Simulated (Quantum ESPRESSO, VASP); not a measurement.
An input for Quantum ESPRESSO (PBE, PseudoDojo standard norm-conserving (PBE) pseudopotentials):

```
&CONTROL
   calculation = 'scf'
   prefix = 'run'
   outdir = './work'
   pseudo_dir = './'
   tprnfor = .true.
   tstress = .true.
/
&SYSTEM
   ibrav = 0
   nat = 8
   ntyp = 2
   ecutwfc = 85
   occupations = 'smearing'
   smearing = 'gauss'
   degauss = 0.0099958
/
&ELECTRONS
   conv_thr = 1e-10
   mixing_beta = 0.3
   mixing_mode = 'local-TF'
/
ATOMIC_SPECIES
In   114.8180  In.upf
Pt   195.0840  Pt.upf
ATOMIC_POSITIONS {angstrom}
In    0.00000000    0.00000000    8.00929119
In    0.00000000    0.00000000   12.02790841
Pt    0.00000000    2.00930500    5.99999159
Pt    2.00930500    0.00000000    5.99999159
Pt    2.00930500    2.00930500    8.00929119
Pt    0.00000000    2.00930500   10.01860881
Pt    2.00930500    0.00000000   10.01860881
Pt    2.00930500    2.00930500   12.02790841
K_POINTS {automatic}
5 5 1  0 0 0
CELL_PARAMETERS {angstrom}
   4.01861000     0.00000000     0.00000000
   0.00000000     4.01861000     0.00000000
   0.00000000     0.00000000    18.02790000
```

**Question.** Translate it to VASP.

**Answer.** One set of files that does it:

POSCAR:
```
InPt3
1
    4.0186100000     0.0000000000     0.0000000000
    0.0000000000     4.0186100000     0.0000000000
    0.0000000000     0.0000000000    18.0279000000
In Pt
2 6
Direct
  0.0000000000   0.0000000000   0.4442720000
  0.0000000000   0.0000000000   0.6671830000
  0.0000000000   0.5000000000   0.3328170000
  0.5000000000   0.0000000000   0.3328170000
  0.5000000000   0.5000000000   0.4442720000
  0.0000000000   0.5000000000   0.5557280000
  0.5000000000   0.0000000000   0.5557280000
  0.5000000000   0.5000000000   0.6671830000
```

**INCAR**
```
! general
SYSTEM  = InPt3
PREC    = Accurate
ENCUT   = 300   ! plane-wave cut-off (eV)
LREAL   = .False.
LASPH   = .True.   ! aspherical one-centre terms

! electronic loop
EDIFF   = 1E-6   ! SCF stop (eV)
NELM    = 100
ALGO    = Normal   ! blocked Davidson
LMAXMIX = 6   ! l cut-off of mixed one-centre charges

! smearing
ISMEAR  = 0   ! Gaussian
SIGMA   = 0.136   ! width (eV)

! functional
GGA     = PE   ! PBE

! ions
ISIF    = 2   ! forces and stress, cell fixed

! output
LWAVE   = .False.
LCHARG  = .False.
```

**KPOINTS**
```
Automatic mesh
0
Gamma
5 5 1
0 0 0
```

POTCAR, in this order: In_d Pt (PBE.64 set). Program: vasp_std.

The two runs describe the same crystal, functional and task. Each code takes its own potentials, basis and convergence tests.

The cell is a sheet with vacuum, built from a database entry that may be metastable or hypothetical.
